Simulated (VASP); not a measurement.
Level of theory: LDA (Ceperley-Alder, Perdew-Zunger), VASP's LDA PAW potentials (set 64) (plane waves; VASP 6.6.1).

A VASP calculation is set up with these files.

POSCAR:
```
MnF2
1
    4.7525105233     0.0000000000     0.0000000000
    0.0000000000     4.7525105233     0.0000000000
    0.0000000000     0.0000000000     3.2260145904
Mn F
2 4
Direct
  1.0000000000   1.0000000000   0.0000000000
  0.5000000000   0.5000000000   0.5000000000
  0.3022949434   0.3022949434   1.0000000000
  0.8022949434   0.1977050566   0.5000000000
  0.1977050566   0.8022949434   0.5000000000
  0.6977050566   0.6977050566   0.0000000000
```

**INCAR**
```
SYSTEM  =  MnF2
PREC  =  Accurate; ENCUT  =  520; LREAL  =  .FALSE.
LASPH  =  .TRUE.
EDIFF  =  1E-6; NELM  =  100; ALGO  =  Normal
LMAXMIX  =  4
ISMEAR  =  0; SIGMA  =  0.05
MAGMOM  =  5.0 -5.0 0.0 0.0 0.0 0.0
ISPIN  =  2
IBRION  =  2; NSW  =  60; ISIF  =  3
EDIFFG  =  -0.02
LWAVE  =  .FALSE.; LCHARG  =  .FALSE.; LORBIT  =  10
```

### KPOINTS
```
Automatic mesh
0
Gamma
4 4 6
0 0 0
```

POTCAR, in this order: Mn_pv F (LDA.64 set). Program: vasp_std.

What VASP printed:

### OSZICAR
```
       N       E                     dE             d eps       ncg     rms          rms(c)
DAV:   1     0.718658064569E+03    0.71866E+03   -0.31658E+04  3120   0.194E+03
DAV:   2     0.294050297995E+02   -0.68925E+03   -0.66751E+03  3360   0.559E+02
DAV:   3    -0.432239060252E+02   -0.72629E+02   -0.71865E+02  3456   0.189E+02
DAV:   4    -0.453381921061E+02   -0.21143E+01   -0.20530E+01  3576   0.308E+01
DAV:   5    -0.453735369994E+02   -0.35345E-01   -0.35328E-01  3328   0.458E+00    0.229E+01
DAV:   6    -0.418503823134E+02    0.35232E+01   -0.21889E+01  3752   0.357E+01    0.161E+01
DAV:   7    -0.419283012132E+02   -0.77919E-01   -0.17077E+00  3240   0.105E+01    0.110E+01
DAV:   8    -0.417033724277E+02    0.22493E+00   -0.60295E-01  3320   0.700E+00    0.293E+00
DAV:   9    -0.419173338560E+02   -0.21396E+00   -0.20751E-01  3584   0.477E+00    0.112E+00
DAV:  10    -0.419249601694E+02   -0.76263E-02   -0.14128E-02  3184   0.851E-01    0.201E-01
DAV:  11    -0.419249269327E+02    0.33237E-04   -0.54174E-04  3640   0.162E-01    0.553E-02
DAV:  12    -0.419249392620E+02   -0.12329E-04   -0.49885E-05  3816   0.758E-02    0.440E-02
DAV:  13    -0.419249433015E+02   -0.40395E-05   -0.11463E-05  2928   0.275E-02    0.161E-02
DAV:  14    -0.419249441517E+02   -0.85022E-06   -0.11484E-06  2288   0.102E-02
   1 F= -.41924944E+02 E0= -.41924944E+02  d E =-.419249E+02  mag=    -0.0000
       N       E                     dE             d eps       ncg     rms          rms(c)
DAV:   1    -0.419285428079E+02   -0.35995E-02   -0.93141E-02  3320   0.277E+00    0.502E-01
DAV:   2    -0.419254217464E+02    0.31211E-02   -0.10046E-02  3320   0.824E-01    0.324E-01
DAV:   3    -0.419252920986E+02    0.12965E-03   -0.79012E-04  3704   0.240E-01    0.123E-01
DAV:   4    -0.419252052728E+02    0.86826E-04   -0.63507E-05  3984   0.619E-02    0.703E-02
DAV:   5    -0.419251750148E+02    0.30258E-04   -0.37694E-05  3744   0.509E-02    0.223E-02
DAV:   6    -0.419251759295E+02   -0.91478E-06   -0.46930E-06  2920   0.183E-02
   2 F= -.41925176E+02 E0= -.41925176E+02  d E =-.231778E-03  mag=    -0.0000
```

OUTCAR:
```
------------------------ aborting loop because EDIFF is reached ----------------------------------------
  FORCE on cell =-STRESS in cart. coord.  units (eV):
  Direction    XX          YY          ZZ          XY          YZ          ZX
  --------------------------------------------------------------------------------------
  Total        0.0295219      0.0295219     -0.1124821      0.0000000      0.0000000      0.0000000
  in kB        0.6477951      0.6477951     -2.4681814      0.0000000      0.0000000      0.0000000
  external PRESSURE =      -0.3908638 kB  Pullay stress =       0.0000000 kB
  volume of cell :       73.02
      direct lattice vectors                 reciprocal lattice vectors
     4.758071540  0.000000000  0.000000000     0.210169181 -0.000000000  0.000000000
     0.000000000  4.758071540  0.000000000     0.000000000  0.210169181  0.000000000
     0.000000000  0.000000000  3.225187368     0.000000000  0.000000000  0.310059505
 POSITION                                       TOTAL-FORCE (eV/Angst)
 -----------------------------------------------------------------------------------
      0.00000      0.00000      3.22519        -0.000000      0.000000     -0.000000
      2.37904      2.37904      1.61259        -0.000000      0.000000     -0.000000
      1.43812      1.43812      0.00000        -0.004106     -0.004106      0.000000
      3.81715      0.94092      1.61259        -0.004106      0.004106     -0.000000
      0.94092      3.81715      1.61259         0.004106     -0.004106     -0.000000
      3.31995      3.31995      3.22519         0.004106      0.004106     -0.000000
 -----------------------------------------------------------------------------------
    total drift:                                0.000000      0.000000      0.000000
  FREE ENERGIE OF THE ION-ELECTRON SYSTEM (eV)
  ---------------------------------------------------
  free  energy   TOTEN  =       -41.9251759295 eV

  energy  without entropy=      -41.9251759295  energy(sigma->0) =      -41.92517593

 total charge

# of ion       s       p       d       tot
------------------------------------------
    1        0.184   6.175   5.007  11.366
    2        0.184   6.175   5.007  11.366
    3        1.728   4.348   0.000   6.075
    4        1.728   4.348   0.000   6.075
    5        1.728   4.348   0.000   6.075
    6        1.728   4.348   0.000   6.075
--------------------------------------------------
tot          7.279  29.741  10.015  47.034

 magnetization (x)

# of ion       s       p       d       tot
------------------------------------------
    1        0.013   0.012   4.413   4.438
    2       -0.013  -0.012  -4.413  -4.438
    3       -0.003  -0.028   0.000  -0.031
    4        0.003   0.028   0.000   0.031
    5        0.003   0.028   0.000   0.031
    6       -0.003  -0.028   0.000  -0.031
--------------------------------------------------
tot         -0.000   0.000   0.000  -0.000

 reached required accuracy - stopping structural energy minimisation
```
(Selected blocks of OUTCAR.)

**CONTCAR**
```
MnF2
   1.00000000000000
     4.7580715397554503    0.0000000000000000    0.0000000000000000
     0.0000000000000000    4.7580715397554503    0.0000000000000000
     0.0000000000000000    0.0000000000000000    3.2251873675413560
  Mn              F
     2     4
Direct
     0.0000000000000000    0.0000000000000000    1.0000000000000000
     0.5000000000000000    0.5000000000000000    0.5000000000000000
     0.3022480158504498    0.3022480158504498    0.0000000000000000
     0.8022480158504498    0.1977519841495502    0.5000000000000000
     0.1977519841495502    0.8022480158504498    0.5000000000000000
     0.6977519841495502    0.6977519841495502    1.0000000000000000
```

OUTCAR:
```
 val. band max:        3.4907455449   @ k =   0.2500   0.2500   0.5000

 cond. band min:       5.1245294098   @ k =   0.0000   0.0000   0.0000


 Fermi energy:         3.7172627447

 spin component 1

 k-point     1 :       0.0000    0.0000    0.0000
  band No.  band energies     occupation
      1     -45.6784      1.00000
      2     -45.6131      1.00000
      3     -45.6006      1.00000
      4     -41.2454      1.00000
      5     -41.1932      1.00000
      6     -41.1826      1.00000
      7     -21.0134      1.00000
      8     -20.3557      1.00000
      9     -20.3312      1.00000
     10     -20.2633      1.00000
     11      -4.9845      1.00000
     12      -3.9146      1.00000
     13      -3.5398      1.00000
     14      -3.2276      1.00000
     15      -2.8318      1.00000
     16      -2.7784      1.00000
     17      -2.7769      1.00000
     18      -2.7488      1.00000
     19      -1.7283      1.00000
     20      -1.3566      1.00000
     21      -1.3365      1.00000
     22      -1.0080      1.00000
     23       1.6264      1.00000
     24       1.9402      1.00000
     25       2.1213      1.00000
     26       3.0690      1.00000
     27       3.3441      1.00000
     28       5.1245      0.00000
     29       5.4062      0.00000
     30       5.8838      0.00000
     31       5.8990      0.00000
     32       7.0319      0.00000

 k-point     2 :       0.2500    0.0000    0.0000
  band No.  band energies     occupation
      1     -45.6784      1.00000
      2     -45.6131      1.00000
      3     -45.6006      1.00000
      4     -41.2454      1.00000
      5     -41.1932      1.00000
      6     -41.1826      1.00000
      7     -20.9241      1.00000
      8     -20.4651      1.00000
      9     -20.3145      1.00000
     10     -20.2697      1.00000
     11      -4.7344      1.00000
     12      -3.9185      1.00000
     13      -3.3712      1.00000
     14      -3.2427      1.00000
...
```

The compound is MnF2 in the rutile structure. This run relaxes it. Symmetry was kept, so distortions that lower it aren't found. The start is the result of an earlier pass.
